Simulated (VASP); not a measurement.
Level of theory: PBE GGA, VASP's PBE PAW potentials (set 64) (plane waves; VASP).

VASP ran on this input.

### INCAR
```
ALGO  =  Normal
EDIFF  =  1E-6
EDIFFG  =  -0.01
ENCUT  =  400
GGA  =  PE
IBRION  =  2
ISIF  =  3
ISMEAR  =  1
LASPH  =  T
LCHARG  =  F
LMAXMIX  =  4
LREAL  =  F
LWAVE  =  F
NELM  =  100
NSW  =  60
PREC  =  Accurate
SIGMA  =  0.1
SYSTEM  =  Ti
```

KPOINTS:
```
Regular mesh
0
Gamma
 13 13 7
```

**POSCAR**
```
Ti
1
    1.4642234499    -2.5361094665     0.0000000000
    1.4642234499     2.5361094665     0.0000000000
    0.0000000000     0.0000000000     4.6422583539
Ti
2
Direct
  0.3333330000   0.6666670000   0.2500000000
  0.6666670000   0.3333330000   0.7500000000
```

POTCAR, in this order: Ti_sv (PBE.64 set). Program: vasp_std.

The run wrote:

**OUTCAR**
```
 ion  position               nearest neighbor table
   1  0.333  0.667  0.250-   2 2.87   2 2.87   2 2.87   2 2.87   2 2.87   2 2.87
   2  0.667  0.333  0.750-   1 2.87   1 2.87   1 2.87   1 2.87   1 2.87   1 2.87
  LATTYP: Found a hexagonal cell.
 ALAT       =     2.9284469497
 C/A-ratio  =     1.5852287692
 Subroutine PRICEL returns:
 Original cell was already a primitive cell.
 Subroutine GETGRP returns: Found 24 space group operations
The static configuration has the point symmetry D_3d.
 The point group associated with its full space group is D_6h.
The dynamic configuration has the point symmetry D_3d.
 Subroutine INISYM returns: Found 24 space group operations
 Subroutine IBZKPT returns following result:
 Found     84 irreducible k-points:

 Following reciprocal coordinates:
            Coordinates               Weight
  0.000000  0.000000  0.000000      1.000000
  0.076923  0.000000  0.000000      6.000000
  0.153846 -0.000000  0.000000      6.000000
  0.230769  0.000000  0.000000      6.000000
  0.307692 -0.000000  0.000000      6.000000
  0.384615 -0.000000  0.000000      6.000000
  0.461538  0.000000  0.000000      6.000000
  0.076923  0.076923  0.000000      6.000000
  0.153846  0.076923  0.000000     12.000000
  0.230769  0.076923  0.000000     12.000000
  0.307692  0.076923  0.000000     12.000000
  0.384615  0.076923  0.000000     12.000000
  0.461538  0.076923  0.000000      6.000000
  0.153846  0.153846  0.000000      6.000000
  0.230769  0.153846  0.000000     12.000000
  0.307692  0.153846  0.000000     12.000000
  0.384615  0.153846  0.000000     12.000000
  0.230769  0.230769  0.000000      6.000000
  0.307692  0.230769  0.000000     12.000000
  0.384615  0.230769  0.000000      6.000000
  0.307692  0.307692  0.000000      6.000000
  0.000000  0.000000  0.142857      2.000000
...
```

### OSZICAR
```
       N       E                     dE             d eps       ncg     rms          rms(c)
DAV:   1     0.225006927875E+03    0.22501E+03   -0.12053E+04  2728   0.160E+03
DAV:   2     0.913319930741E+01   -0.21587E+03   -0.21462E+03  2832   0.454E+02
DAV:   3    -0.166774598865E+02   -0.25811E+02   -0.25588E+02  5272   0.128E+02
DAV:   4    -0.176767993987E+02   -0.99934E+00   -0.99930E+00  2776   0.264E+01
DAV:   5    -0.177262974555E+02   -0.49498E-01   -0.49498E-01  4392   0.416E+00    0.120E+01
DAV:   6    -0.156585405757E+02    0.20678E+01   -0.77335E+00  3176   0.324E+01    0.304E+00
DAV:   7    -0.156393195438E+02    0.19221E-01   -0.80489E-01  4048   0.763E+00    0.203E+00
DAV:   8    -0.156632161130E+02   -0.23897E-01   -0.20709E-01  3160   0.611E+00    0.692E-01
DAV:   9    -0.156541475748E+02    0.90685E-02   -0.52741E-02  3208   0.259E+00    0.493E-02
DAV:  10    -0.156542986543E+02   -0.15108E-03   -0.18647E-03  4200   0.338E-01    0.779E-02
DAV:  11    -0.156543588071E+02   -0.60153E-04   -0.15526E-04  3144   0.105E-01    0.218E-02
DAV:  12    -0.156543489668E+02    0.98403E-05   -0.31970E-05  3800   0.391E-02    0.763E-03
DAV:  13    -0.156543491311E+02   -0.16436E-06   -0.92872E-07  2048   0.122E-02
   1 F= -.15654349E+02 E0= -.15654273E+02  d E =-.156543E+02
```

### OUTCAR
```
------------------------ aborting loop because EDIFF is reached ----------------------------------------
  FORCE on cell =-STRESS in cart. coord.  units (eV):
  Direction    XX          YY          ZZ          XY          YZ          ZX
  --------------------------------------------------------------------------------------
  Total        0.0033459      0.0033459     -0.0024420      0.0000000      0.0000000     -0.0000000
  in kB        0.1554843      0.1554843     -0.1134787      0.0000000      0.0000000     -0.0000000
  external PRESSURE =       0.0658300 kB  Pullay stress =       0.0000000 kB
  volume of cell :       34.48
      direct lattice vectors                 reciprocal lattice vectors
     1.464223450 -2.536109467  0.000000000     0.341477935 -0.197152373  0.000000000
     1.464223450  2.536109467  0.000000000     0.341477935  0.197152373  0.000000000
     0.000000000  0.000000000  4.642258354     0.000000000  0.000000000  0.215412397
 POSITION                                       TOTAL-FORCE (eV/Angst)
 -----------------------------------------------------------------------------------
      1.46422      0.84537      1.16056        -0.000000      0.000000      0.000000
      1.46422     -0.84537      3.48169         0.000000     -0.000000      0.000000
 -----------------------------------------------------------------------------------
    total drift:                               -0.000180      0.001057     -0.000018
  FREE ENERGIE OF THE ION-ELECTRON SYSTEM (eV)
  ---------------------------------------------------
  free  energy   TOTEN  =       -15.6543491311 eV

  energy  without entropy=      -15.6541197598  energy(sigma->0) =      -15.65427267

 reached required accuracy - stopping structural energy minimisation
```
(Selected blocks of OUTCAR.)

The compound is Ti in the hcp structure. It was relaxed first. The start is the result of an earlier pass.
